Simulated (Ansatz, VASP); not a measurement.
# MgS (Niningerite) in two plane-wave programs, part 2 of 2

Wanted: the spread between two codes on one cell, functional and k mesh. The cell is taken from a series of VASP runs on this material, whose earlier steps may have relaxed, scaled or displaced it; both programs get it as it stands.

VASP 6.6.1 and Ansatz 0.2.0.

So far. Step 2 (VASP: band structure, HSE06): The k-mesh is coarse for exact exchange; levels may shift by about 0.1 eV on a finer one.

## Step 4: Comparison

Known differences besides the potentials themselves: exact exchange at q = 0 is treated differently, which shows on coarse meshes; VASP keeps PBE cores, Ansatz makes them for the functional; the data sets hold 16 valence electrons in Ansatz (default PAW (the set named soft_2) files) and 8 in VASP; the cutoff is 420 eV in Ansatz and 350 eV in VASP; VASP takes a coarser grid for exact exchange (PRECFOCK = Fast). Total energies have different zeros and are not compared.

Both answers:

```
                     quantity  Ansatz   VASP  difference
gap over the path points (eV)   3.824  3.772      +0.052
```

Levels at points of the path, from each program's valence-band top (eV; 3 filled, then empty):

```
k (reciprocal lattice)                             Ansatz                               VASP
     0.000 0.000 0.000      0.00 0.00 0.00 4.85 9.11 9.11      0.00 0.00 0.00 4.82 9.13 9.13
     0.500 0.000 0.500  -4.59 -1.84 -1.84 3.82 5.36 13.56  -4.60 -1.85 -1.85 3.77 5.36 13.55
     0.500 0.222 0.722   -3.73 -3.29 -2.50 6.28 8.50 9.53   -3.74 -3.30 -2.50 6.24 8.51 9.51
     0.403 0.347 0.750  -4.01 -3.42 -1.60 5.14 7.88 10.82  -4.02 -3.43 -1.61 5.10 7.88 10.82
     0.125 0.125 0.250   -2.07 -0.77 -0.12 6.56 8.34 9.39   -2.07 -0.77 -0.12 6.53 8.35 9.38
     0.278 0.278 0.278   -3.43 -0.41 -0.41 6.00 8.86 8.86   -3.44 -0.41 -0.41 5.99 8.85 8.85
     0.556 0.389 0.556   -4.92 -1.85 -0.93 6.30 7.62 8.95   -4.92 -1.85 -0.93 6.28 7.61 8.94
     0.583 0.250 0.667  -3.98 -3.41 -1.74 5.33 7.93 10.58  -3.98 -3.41 -1.74 5.29 7.93 10.57
     0.500 0.306 0.694   -3.95 -3.26 -2.04 6.42 8.32 9.53   -3.96 -3.26 -2.05 6.39 8.31 9.54
     0.486 0.486 0.528   -5.25 -0.74 -0.67 5.69 7.98 8.15   -5.25 -0.74 -0.67 5.68 7.96 8.13
```

Among the levels compared at these points, filled levels agree within 7 meV and empty ones within 52 meV.

## Step 5: Ansatz: band structure, PBE0

Levels along a path test the potential and the projectors away from the mesh points.

The cell is taken from a series of VASP runs on this material, whose earlier steps may have relaxed, scaled or displaced it; both programs get it as it stands.

input.yaml reads:

```yaml
crystal:
  lattice:
    - [0.0, 2.60165, 2.60165]
    - [2.60165, 0.0, 2.60165]
    - [2.60165, 2.60165, 0.0]
  atoms:
    - { symbol: S, position: [0.5, 0.5, 0.5] }
    - { symbol: Mg, position: [0.0, 0.0, 0.0] }
hamiltonian:
  xc: pbe0
  pseudopotentials: { kind: paw }
kpoints:
  mp_grid: { grid: [5, 5, 5] }
  band_path:
    path:
      - [0.0, 0.0, 0.0]
      - [0.5, 0.0, 0.5]
      - [0.5, 0.22222, 0.72222]
      - [0.40278, 0.34722, 0.75]
      - [0.125, 0.125, 0.25]
      - [0.27778, 0.27778, 0.27778]
      - [0.55556, 0.38889, 0.55556]
      - [0.58333, 0.25, 0.66667]
      - [0.5, 0.30556, 0.69444]
      - [0.48611, 0.48611, 0.52778]
      - [0.625, 0.25, 0.625]
      - [0.5, 0.0, 0.5]
    npoints: 1
scf:
  occupations: { method: gaussian, width: 0.03 }
  n_extra_bands: 7
output:
  forces: true
  stress: true
  eigenvalues: true
  write_density: true
  write_potential: true
  elf: true
  volumetric_format: npy
```

Run with:

```
$ ansatz run input.yaml --threads 4 --pin off --max-ram 9216MiB --backend cpu --events-out ev --progress --plain --runs-dir out
```

Numbers of over 12 decimals in the logs are rounded to 6 here.

The program printed:

```text
[...]
Crystal: 2 atoms, lattice volume = 35.219 Å³
Basis set: ecut = 420 eV, 701 PW (Γ), exchange–correlation on 50×50×50 points (8 copies of the dense FFT grid, shifted against one another)
Bands: 15, of which v1, the nominal top of the filled ones, is band 8 counted from 1 (7 counted from 0)
Symmetry: 48 space group operations
[...]
k-points: 10 of 125
[...]
--- Band table (eV; the first three rows and the last of 10) ---
  k-point 0: bands = [... 4 lower, -8.6565, 5.3604, 5.3604, 5.3604, 10.8974, 15.1980, 15.1980, 15.1980, ... 3 higher]
  k-point 1: bands = [... 4 lower, -8.2450, 3.0863, 5.1089, 5.1089, 12.1346, 15.1308, 15.4051, 15.4051, ... 3 higher]
  k-point 2: bands = [... 4 lower, -7.3954, 0.4626, 4.7607, 4.7607, 11.7435, 14.3469, 14.3469, 17.6027, ... 3 higher]
  k-point 9: bands = [... 4 lower, -6.9001, 1.2607, 2.3910, 3.4494, 12.3900, 14.2118, 14.8246, 17.3415, ... 3 higher]
[key lines of the parts left out:]
Free energy (F): -2830.121141 eV
Fermi energy:    7.845331 eV
P = ⅓ Tr σ = -0.3223 GPa (-3.223 kbar)
```

The job ended after 13 s (4 threads of Arm Neoverse V1, shared host; peak memory 0.58 GiB).

## Step 6: VASP: band structure, PBE0

The same cell, functional, mesh and smearing now go to VASP, with its own data sets and cutoff.

The run reads the wave functions of an earlier VASP run, which isn't shown here.

INCAR reads:

```
SYSTEM = MgS
PREC = Accurate
ENCUT = 350
EDIFF = 1E-06
NELM = 100
ISMEAR = 0
SIGMA = 0.03
LREAL = .FALSE.
ALGO = Normal
LHFCALC = .TRUE.
AEXX = 0.25
GGA = PE
LASPH = .TRUE.
NBANDS = 10
PRECFOCK = Fast
HFRCUT = -1
LORBIT = 11
LWAVE = .FALSE.
LCHARG = .FALSE.
KPAR = 4
```

POSCAR reads:

```
MgS
1.0
    0.0000000000      2.6016500000      2.6016500000
    2.6016500000      0.0000000000      2.6016500000
    2.6016500000      2.6016500000      0.0000000000
S Mg
1 1
Direct
    0.5000000000      0.5000000000      0.5000000000
    0.0000000000      0.0000000000      0.0000000000
```

KPOINTS reads:

```
Automatic mesh
0
Gamma
5 5 5
0 0 0
```

KPOINTS_OPT reads:

```
Line mode
10
Line-mode
Reciprocal
  0.00000000   0.00000000   0.00000000 GAMMA
  0.50000000   0.00000000   0.50000000 X

  0.50000000   0.00000000   0.50000000 X
  0.50000000   0.25000000   0.75000000 W

  0.50000000   0.25000000   0.75000000 W
  0.37500000   0.37500000   0.75000000 K

  0.37500000   0.37500000   0.75000000 K
  0.00000000   0.00000000   0.00000000 GAMMA

  0.00000000   0.00000000   0.00000000 GAMMA
  0.50000000   0.50000000   0.50000000 L

  0.50000000   0.50000000   0.50000000 L
  0.62500000   0.25000000   0.62500000 U

  0.62500000   0.25000000   0.62500000 U
  0.50000000   0.25000000   0.75000000 W

  0.50000000   0.25000000   0.75000000 W
  0.50000000   0.50000000   0.50000000 L

  0.50000000   0.50000000   0.50000000 L
  0.37500000   0.37500000   0.75000000 K

  0.62500000   0.25000000   0.62500000 U
  0.50000000   0.00000000   0.50000000 X
```

The projector-augmented-wave data sets are S and Mg (PBE family, release 64).

Run with:

```
$ mpirun -np 4 vasp_std
```

The program printed:

```text
[banner, memory and clock lines left out]
running    4 mpi-ranks, on    1 nodes
[...]
LDA part: xc-table for (Slater+PW92), standard interpolation
 found WAVECAR, reading the header
 POSCAR, INCAR and KPOINTS ok, starting setup
[...]
HFRCUT set to (new)   10.167152
 reading WAVECAR
 the WAVECAR file was read successfully
 initial charge from wavefunction
 entering main loop
       N       E                     dE             d eps       ncg     rms          rms(c)
DAV:   1    -0.104323179034E+02   -0.10432E+02   -0.64041E-01   202   0.499E+00    0.224E+00
DAV:   2    -0.104369460092E+02   -0.46281E-02   -0.12456E-02   264   0.778E-01    0.171E+00
DAV:   3    -0.104350114716E+02    0.19345E-02   -0.15095E-03   206   0.207E-01    0.104E+00
DAV:   4    -0.104344810724E+02    0.53040E-03   -0.71923E-04   214   0.132E-01    0.622E-01
[...]
DAV:   9    -0.104342229742E+02    0.35756E-05   -0.96960E-07   152   0.736E-03    0.283E-02
DAV:  10    -0.104342215775E+02    0.13967E-05   -0.41530E-07   100   0.520E-03    0.141E-02
DAV:  11    -0.104342210168E+02    0.56073E-06   -0.15863E-07   102   0.326E-03
   1 F= -.10434221E+02 E0= -.10434221E+02  d E =-.181880E-12
 Start KPOINTS_OPT (optional k-point list driver)
k-point batch [1-10\100]
       N       E                     dE             ncg
DAV:   1     0.187144304521E+03   -0.13560E+04      200
DAV:   2    -0.114741544295E+03   -0.30189E+03      246
DAV:   3    -0.137773137341E+03   -0.23032E+02      254
DAV:   4    -0.138059309240E+03   -0.28617E+00      250
DAV:   5    -0.138061266840E+03   -0.19576E-02      244
DAV:   6    -0.138061278246E+03   -0.11406E-04      262
DAV:   7    -0.138061278348E+03   -0.10243E-06      228
[...]
k-point batch [91-100\100]
       N       E                     dE             ncg
DAV:   1     0.494671649713E+02   -0.28014E+04      208
DAV:   2    -0.189246507291E+03   -0.23871E+03      276
DAV:   3    -0.201986706402E+03   -0.12740E+02      262
DAV:   4    -0.202128614825E+03   -0.14191E+00      290
DAV:   5    -0.202129282762E+03   -0.66794E-03      294
DAV:   6    -0.202129286351E+03   -0.35891E-05      284
DAV:   7    -0.202129286379E+03   -0.28080E-07      264
```

Parts of OUTCAR (step 6):

```text
 POSITION                                       TOTAL-FORCE (eV/Angst)
 -----------------------------------------------------------------------------------
      2.60165      2.60165      2.60165         0.000000      0.000000      0.000000
      0.00000      0.00000      0.00000        -0.000000     -0.000000      0.000000
 -----------------------------------------------------------------------------------
    total drift:                                0.000000      0.000000     -0.000000

  FREE ENERGIE OF THE ION-ELECTRON SYSTEM (eV)
  ---------------------------------------------------
  free  energy   TOTEN  =       -10.4342210168 eV

  energy  without entropy=      -10.4342210168  energy(sigma->0) =      -10.43422102

[... 2 parts as in an earlier step ...]

[... 1 further part left out ...]
[key lines of the parts left out:]
E-fermi :   2.8271
```

The k-mesh is coarse for unscreened exact exchange, which converges slowly with it.

## Step 7: Comparison

The two programs side by side:

```
                     quantity  Ansatz   VASP  difference
gap over the path points (eV)   4.532  4.488      +0.044
```

Levels at points of the path, from each program's valence-band top (eV; 3 filled, then empty):

| k (reciprocal lattice) | Ansatz | VASP |
| --- | --- | --- |
| 0.000 0.000 0.000 | 0.00 0.00 0.00 5.54 9.84 9.84 | 0.00 0.00 0.00 5.51 9.86 9.86 |
| 0.500 0.000 0.500 | -4.64 -1.85 -1.85 4.53 6.06 14.29 | -4.64 -1.85 -1.85 4.49 6.07 14.29 |
| 0.500 0.222 0.722 | -3.77 -3.32 -2.52 7.02 9.22 10.27 | -3.77 -3.32 -2.52 6.98 9.24 10.25 |
| 0.403 0.347 0.750 | -4.05 -3.46 -1.62 5.85 8.61 11.57 | -4.06 -3.46 -1.62 5.82 8.62 11.57 |
| 0.125 0.125 0.250 | -2.09 -0.77 -0.11 7.26 9.06 10.12 | -2.09 -0.76 -0.11 7.24 9.07 10.12 |
| 0.278 0.278 0.278 | -3.47 -0.41 -0.41 6.70 9.59 9.59 | -3.47 -0.41 -0.41 6.70 9.59 9.59 |
| 0.556 0.389 0.556 | -4.97 -1.87 -0.93 7.01 8.35 9.69 | -4.97 -1.86 -0.93 7.00 8.33 9.68 |
| 0.583 0.250 0.667 | -4.02 -3.45 -1.75 6.04 8.66 11.32 | -4.02 -3.45 -1.75 6.01 8.67 11.32 |
| 0.500 0.306 0.694 | -4.00 -3.30 -2.06 7.15 9.04 10.26 | -4.00 -3.30 -2.06 7.12 9.04 10.28 |
| 0.486 0.486 0.528 | -5.30 -0.75 -0.67 6.39 8.71 8.88 | -5.30 -0.74 -0.67 6.39 8.70 8.87 |

Among the levels compared at these points, filled levels agree within 9 meV and empty ones within 44 meV.

## Step 8: Outcome

```yaml
difference_in_gap_over_the_path_points_band_structure_hse06: 0.052 eV
difference_in_gap_over_the_path_points_band_structure_pbe0: 0.044 eV
```

**Reading.** The difference in gap over the path points is 0.052 eV (band structure, HSE06), within the 0.08 eV picked in this series as the mark of a large difference. Such differences can come from data sets, numerical settings and the points named under the comparisons, not from the functional's error against experiment.

[Lines on the potential files, build, host, timing and source positions are cut from VASP's logs without a mark.]

[Logs are printed without paths, hosts, clocks, repeated set-up lines and the standing remarks that a program may print on its own settings, such as how far it seeks lower states.]

[Hosts, paths, dates, database ids (printed as entryN), source tags and the programs' standing remarks are cut or masked in the printed files.]
